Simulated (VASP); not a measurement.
Ti: core levels with PBEsol

The system is Ti.

```
Ti
1.0
     5.90000    0.00000    0.00000
    -2.95000    5.10955    0.00000
     0.00000    0.00000    9.36000
Ti
16
Direct
  0.16667 0.33333 0.12500
  0.16667 0.33333 0.62500
  0.16667 0.83333 0.12500
  0.16667 0.83333 0.62500
  0.66667 0.33333 0.12500
  0.66667 0.33333 0.62500
  0.66667 0.83333 0.12500
  0.66667 0.83333 0.62500
  0.33333 0.16667 0.37500
  0.33333 0.16667 0.87500
  0.33333 0.66667 0.37500
  0.33333 0.66667 0.87500
  0.83333 0.16667 0.37500
  0.83333 0.16667 0.87500
  0.83333 0.66667 0.37500
  0.83333 0.66667 0.87500
```

```
Program                : VASP 6.6.1
Task                   : core levels
Functional             : PBEsol
Potentials or basis    : VASP PAW PBE potentials, release 64 (Ti)
Cutoff                 : 500 eV
k mesh                 : 6 × 6 × 4
Occupations            : methfessel-paxton, width 0.1 eV
Spin                   : no spin polarisation
Further INCAR settings : ALGO = Normal; EDIFF = 1e-06; AMIX = 0.2
```

```yaml
Pressure: -7.2 GPa
Band_gap_on_the_k_mesh: none (metal or under the smearing width)
```

Stress tensor (GPa, compression positive):
```
-7.08  0.00  0.00
 0.00 -7.08  0.00
 0.00  0.00 -7.34
```

Levels at points of the mesh, in eV from the Fermi level:
| k point | band 30 | band 31 | band 32 | band 33 | band 34 | band 35 |
| --- | --- | --- | --- | --- | --- | --- |
| (0.00, 0.00, 0.00) | 0.05 | 0.43 | 0.43 | 0.43 | 0.56 | 0.56 |
| (0.50, 0.00, 0.00) | -0.54 | -0.43 | -0.43 | -0.15 | -0.15 | -0.15 |
| (0.00, 0.00, 0.50) | 0.11 | 0.55 | 0.55 | 0.57 | 0.57 | 0.57 |
| (0.50, 0.00, 0.50) | -0.30 | -0.30 | -0.30 | 0.15 | 0.15 | 0.15 |

Core levels (eV, on the scale of the bands):
```tsv
atom	levels
1 Ti	1s -4860.8, 2s -529.1, 2p -436.4, 3s -54.0, 3p -30.2
2 Ti	1s -4860.8, 2s -529.1, 2p -436.4, 3s -54.0, 3p -30.2
3 Ti	1s -4860.8, 2s -529.1, 2p -436.4, 3s -54.0, 3p -30.2
4 Ti	1s -4860.8, 2s -529.1, 2p -436.4, 3s -54.0, 3p -30.2
5 Ti	1s -4860.8, 2s -529.1, 2p -436.4, 3s -54.0, 3p -30.2
6 Ti	1s -4860.8, 2s -529.1, 2p -436.4, 3s -54.0, 3p -30.2
```

It took 4.4 min on 4 MPI ranks on AMD EPYC 7R43 64-Core Processor (Zen 3), with other jobs on the host, peak memory 0.45 GiB a rank.

Caveat: the PAW data sets were made with another functional, which shifts forces and pressure a little.
